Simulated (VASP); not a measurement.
A run of VASP 6.6.1 is set up as follows.

INCAR

```
SYSTEM = PmS
ALGO     = Fast           ! electronic algorithm
EDIFF    = 1E-6           ! SCF threshold, eV
ENCUT    = 520            ! plane-wave cutoff, eV
GGA      = PE             ! functional
ISIF     = 2              ! what is computed and relaxed
ISMEAR   = 0              ! smearing method
ISPIN    = 2              ! spin polarisation
LASPH    = .True.         ! aspherical terms in the spheres
LCHARG   = .True.         ! write CHGCAR
LDAU     = .True.         ! DFT+U
LDAUJ    = 0 0          
LDAUL    = 3 -1           ! shell
LDAUPRINT= 1            
LDAUTYPE = 2            
LDAUU    = 4 0            ! U, eV
LELF     = .True.         ! ELF
LMAXMIX  = 6              ! l up to which the mixer works
LORBIT   = 11             ! projections on sites
LREAL    = .False.        ! projectors in reciprocal space
LVHAR    = .True.       
LWAVE    = .False.        ! write WAVECAR
MAGMOM   = 0 0            ! initial moments
NBANDS   = 22             ! bands
NELM     = 100            ! most SCF steps
PREC     = Accurate       ! precision mode
SIGMA    = 0.05           ! smearing width, eV
```

The input KPOINTS:

```
k-points
0
Gamma
  6 6 6
  0 0 0
```

The input POSCAR:

```
PmS
1.0
    0.0000000000      2.8386760400      2.8386760400
    2.8386760400      0.0000000000      2.8386760400
    2.8386760400      2.8386760400      0.0000000000
Pm S
1 1
Direct
    0.5000000000      0.5000000000      0.5000000000
    0.0000000000      0.0000000000      0.0000000000
```

Potentials or basis: VASP PAW PBE potentials, release 64 (Pm, S).

Command:

```console
$ cat potpaw_PBE.64/Pm/POTCAR potpaw_PBE.64/S/POTCAR > POTCAR
$ mpirun -np 1 vasp_std > vasp.out
```

Q: Predict the pressure.

A: 2.3 GPa.

Q: Predict the band gap on the k mesh.

A: None (metal or under the smearing width).

Q: Estimate the site moments.

A: Pm +1.67; S -0.00 μB.

Q: Estimate the net moment.

A: 1.63 μB per cell.

Eigenvalues of the final occupation matrices:
```tsv
site	spin	trace	eigenvalues
site 1 f	1	2.96	0.00 0.00 0.00 0.03 0.97 0.97 0.97
site 1 f	2	1.29	0.00 0.01 0.01 0.01 0.42 0.42 0.42
```

Caveat: the magnetic or orbital state may not be the lowest; spin-orbit coupling is left out, which moves the levels of the heavy elements.
